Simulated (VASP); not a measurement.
Data:

```xyz
2
Lattice="0.0000 2.9316 2.9316 2.9316 0.0000 2.9316 2.9316 2.9316 0.0000" Properties=species:S:1:pos:R:3 pbc="T T T"
Hg     0.0000     0.0000     0.0000
Te     1.4658     1.4658     1.4658
```

Level of theory: PBEsol GGA, VASP's PBE PAW potentials (set 64) (plane waves; VASP 6.6.1). Numerical set-up: 500 eV cut-off, 11×11×11 Γ-centred mesh, first-order Methfessel-Paxton smearing of 0.10 eV, potentials Hg Te.

Energy and stress use the plane-wave basis of the starting cell.

Problem. The ions, cell shape and volume at an external pressure of 45.0 GPa are relaxed. Which structure does the run end with?

Solution. 
```xyz
2
Lattice="0.0000 2.8590 2.8590 2.8590 0.0000 2.8590 2.8590 2.8590 0.0000" Properties=species:S:1:pos:R:3 pbc="T T T"
Hg     0.0000     0.0000     0.0000
Te     1.4295     1.4295     1.4295
```
Space group F-43m (216), at a tolerance of 0.03 Å.

Problem. How do energy and volume change from the first to the last step?

Solution. The energy (σ→0) changes by +423.0 meV/atom and the volume by -7.2 %, in 5 ionic steps.

```tsv
step	E(σ→0) (eV)	max force (eV/Å)	pressure (GPa)	volume (Å³)
1	-3.0958	0.000	30.07	50.39
2	4.2939	0.000	159.85	35.13
3	-2.3706	0.000	42.97	47.18
4	-2.2873	0.000	44.37	46.87
5	-2.2497	0.000	45.05	46.74
```

The structure was generated: HgTe was put into the zinc blende type (F-43m), which need not be its known phase. This run relaxes it under an external pressure of 45 GPa. Symmetry was kept, so distortions that lower it aren't found.
